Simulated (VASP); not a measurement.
An input for Quantum ESPRESSO's pw.x (written as the equivalent of a VASP run, and not itself run):

```
&CONTROL
  calculation = 'vc-relax'
  pseudo_dir = './pseudo'
  outdir = './out'
  tprnfor = .true.
  tstress = .true.
  nstep = 30
  forc_conv_thr = 0.00039
/
&SYSTEM
  ibrav = 0
  nat = 4
  ntyp = 2
  ecutwfc = 84
  occupations = 'smearing'
  smearing = 'gaussian'
  degauss = 0.003675
  input_dft = 'vdw-df-cx'
/
&ELECTRONS
  conv_thr = 7.3e-09
  electron_maxstep = 100
/
&IONS
/
&CELL
  cell_dofree = 'shape'
/
ATOMIC_SPECIES
  B 10.810 B.upf
  N 14.007 N.upf
CELL_PARAMETERS angstrom
     1.2492962   -2.1638448    0.0000000
     1.2492962    2.1638448    0.0000000
     0.0000000    0.0000000    4.1335134
ATOMIC_POSITIONS crystal
  B    0.6666670  0.3333330  0.5003422
  B    0.3333330  0.6666670  0.0003422
  N    0.6666670  0.3333330  0.8746578
  N    0.3333330  0.6666670  0.3746578
K_POINTS automatic
  10 10 5 0 0 0
```

Question: Write the VASP files for the same calculation (vdW-DF-cx).

Answer: One answer among several that fit: 
INCAR:
```
! general
SYSTEM   = BN
PREC     = Accurate
ENCUT    = 520
LREAL    = .FALSE.
LASPH    = .TRUE.

! electronic loop
EDIFF    = 1E-7
NELM     = 100
ALGO     = Normal

! smearing
ISMEAR   = 0
SIGMA    = 0.05

! functional
GGA      = CX
LUSE_VDW = .TRUE.
AGGAC    = 0.0

! ions
IBRION   = 2
NSW      = 30
ISIF     = 4
EDIFFG   = -0.01

! output
LWAVE    = .FALSE.
LCHARG   = .FALSE.
```

**KPOINTS**
```
Automatic mesh
0
Gamma
10 10 5
0 0 0
```

### POSCAR
```
BN
1
    1.2492962456    -2.1638447871     0.0000000000
    1.2492962456     2.1638447871     0.0000000000
    0.0000000000     0.0000000000     4.1335134030
B N
2 2
Direct
  0.6666670000   0.3333330000   0.5003422489
  0.3333330000   0.6666670000   0.0003422489
  0.6666670000   0.3333330000   0.8746577511
  0.3333330000   0.6666670000   0.3746577511
```

POTCAR, in this order: B N (PBE.64 set). Program: vasp_std.

The two are equivalent in intent, not identical: the potentials are each code's own (VASP's PAW set, PseudoDojo norm-conserving files in pw.x), so ENCUT and ecutwfc are chosen apart and not converted; conv_thr bounds pw.x's estimated SCF error, while EDIFF bounds the energy change between steps; forc_conv_thr acts on force components and is met together with etot_conv_thr.

The compound is BN in the wurtzite structure, a metastable high-pressure form. This cell is one point of a volume scan, at 0.94 of the reference volume. Symmetry was kept, so distortions that lower it aren't found.
